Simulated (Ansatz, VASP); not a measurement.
**One calculation of BiO5, two programs**

File INCAR:

```
  ALGO = Normal
  EDIFF = 1E-6
  EDIFFG = -0.04
  ENCUT = 600
  GGA = PE
  IBRION = 2
  ISIF = 3
  ISMEAR = 0
  LASPH = T
  LCHARG = F
  LREAL = F
  LWAVE = F
  NELM = 60
  NSW = 90
  PREC = Accurate
  SIGMA = 0.1
```

The input KPOINTS:

```
k-points
0
Gamma
  4 4 4
```

POSCAR

```
BiO5
1.0
    0.0000000000      3.3971137700      3.3971137700
    3.3971137700      0.0000000000      3.3971137700
    3.3971137700      3.3971137700      0.0000000000
Bi O
1 5
Direct
    0.5000000000      0.5000000000      0.5000000000
    0.3719714300      0.8760095200      0.8760095200
    0.8760095200      0.8760095200      0.8760095200
    0.2500000000      0.2500000000      0.2500000000
    0.8760095200      0.8760095200      0.3719714300
    0.8760095200      0.3719714300      0.8760095200
```

Input for Ansatz:

```yaml
crystal:
  lattice:
    - [0.0, 3.39711377, 3.39711377]
    - [3.39711377, 0.0, 3.39711377]
    - [3.39711377, 3.39711377, 0.0]
  atoms:
    - { symbol: Bi, position: [0.5, 0.5, 0.5] }
    - { symbol: O, position: [0.37197143, 0.87600952, 0.87600952] }
    - { symbol: O, position: [0.87600952, 0.87600952, 0.87600952] }
    - { symbol: O, position: [0.25, 0.25, 0.25] }
    - { symbol: O, position: [0.87600952, 0.87600952, 0.37197143] }
    - { symbol: O, position: [0.87600952, 0.37197143, 0.87600952] }
basis:
  ecutwfc: 420
kpoints:
  mp_grid: { grid: [4, 4, 4] }
hamiltonian:
  xc: pbe
scf:
  occupations: { method: gaussian, width: 0.1 }
  lower_state_search: "off"
output:
  forces: true
  stress: true
  eigenvalues: true
relax:
  adjacent_minimum: "off"
  f_tol: 0.04
  max_steps: 70
  cell: { stress_tol: 0.4 }
```

Change from the starting cell: species swapped into the HfNi5 type (F-43m, No. 216).

Alike in both runs: task relaxation of cell and atoms; functional PBE; k mesh 4 × 4 × 4; occupations gaussian, width 0.1 eV; no spin polarisation.

|  | VASP | Ansatz |
| --- | --- | --- |
| version | VASP 6.6.1 | Ansatz 0.2.0 |
| potentials or method | VASP PAW PBE potentials, release 64 (Bi_d, O) | scalar-relativistic, plane waves, PAW |
| plane-wave cutoff (eV) | 600 | 420 |
| valence electrons in the cell | 45 | 45 |

|  | VASP | Ansatz | Ansatz less VASP |
| --- | --- | --- | --- |
| gap on the k mesh at the Fermi level, each at its own relaxed structure (eV) | none | none | - |
| relaxed volume (Å³/atom) | 10.50 | 10.53 | +0.034 |
| relaxed cell length with the largest relative difference (Å) | 4.466 | 4.471 | +0.0049 |
| energy change over the relaxation (meV/atom) | -179 | -174 | +5.3 |

A gap of «none» marks a metal or a gap that the smearing closes.

Caveats: the k mesh is coarse (spacing up to 0.40 Å⁻¹), so the values aren't converged; the volume moved by over 15 % at a fixed basis, so the end points are rough (VASP); spin-orbit coupling is left out, which moves the levels of the heavy elements; an odd number of electrons without spin polarisation forces a metal; a magnetic or distorted state may lie lower.
